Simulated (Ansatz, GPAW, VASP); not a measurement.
## One structure in several programs: ZnPdF6 (P1, 8 atoms in the cell)

Self-consistent single point.

```xyz
8
Lattice="2.4685 1.4252 4.5556 -2.4685 1.4252 4.5556 0.0000 -2.8504 4.5556" Properties=species:S:1:pos:R:3 pbc="T T T"
Zn     0.0843    -0.0273     6.7308
Pd     0.0193    -0.0365    -0.0259
F     -1.6547    -0.0991     7.9765
F      1.7300     0.0283     5.6958
F      0.8444    -1.4424     7.9716
F     -0.9554     1.5141     5.6889
F      0.5844     1.4452     8.0163
F     -0.6523    -1.3822     5.7800
```

All programs got the same cell, k-point mesh and kind of occupations (in Ansatz's words: kpoints.mp_grid.grid = 4 4 4; scf.occupations.method = fermi_dirac; scf.occupations.width = 0.0007 Ry); potentials, basis and cutoffs are each program's usual ones.

| code | model | pressure (GPa) | largest force (eV/Å) | gap on the mesh (eV) | cutoff |
|---|---|---|---|---|---|
| Ansatz | PBEsol, PAW files made with PBE | 0.78 | 3.710 | 1.496 | default |
| GPAW | PBEsol, GPAW PAW datasets PBEsol (made by gpaw-setup) | – | 3.668 | 1.495 | 900 eV |
| VASP | PBEsol, VASP's PBE PAW potentials (set 64) | -10.27 | 3.791 | 1.462 | 400 eV |

Size of the force on each atom (eV/Å): Sizes of forces hide their directions.

```tsv
code	Zn1	Pd2	F3	F4	F5	F6	F7	F8
Ansatz	1.483	3.710	0.324	0.587	1.050	0.996	2.004	2.763
GPAW	1.497	3.668	0.235	0.459	0.929	1.080	2.050	2.704
VASP	1.602	3.791	0.300	0.600	1.065	1.030	2.078	2.905
```

A dash marks a value that a program does not give, or that is left out as unsure.

Gaps are read on the mesh.

The spread over the programs that give each value: pressure within 11.05 GPa; largest force within 0.123 eV/Å; gap on the mesh within 0.034 eV.

The starting cell comes from a database of computed structures (which also holds hypothetical and non-ambient phases and stackings), without a prior relaxation at this level. Its atoms were displaced at random from the sites of space group no. 148. On Ansatz's run: In the base run, forces exceed 1 eV/Å.

Problem. Why do the programs differ, and what cannot be compared?

Solution. Differences of this kind can come from the potentials, where these differ, and from what each basis and cutoff leave unconverged. The valence holds different numbers of electrons (Ansatz (a first-principles code) 72, GPAW 70, VASP 64). The zero of total energies and Fermi levels follows the potentials and each program's conventions, so they are not compared here. Ansatz's pressure is given at a fixed set of plane waves, as the other plane-wave codes print theirs; with its correction for the finite basis it is 1.32 GPa (the shift of 0.55 GPa shows how far the cutoff is from converged). Ansatz's smearing width was typed in Ry to four decimals, so it matches the others to a few per cent. The pressure of GPAW is left out: its cutoff lies under the one at which its stress was checked.

VASP's run is marked for a possible Pulay error in its stress at this cutoff; no cutoff test was made.

Left out of this page: Quantum ESPRESSO and SIESTA (not drawn, or without a comparable value); ABINIT (stopped by limits of time or memory); CP2K and FLEUR (unsound by tests on forces, stress, charge or solver warnings).

Keys are those of Ansatz 0.2.
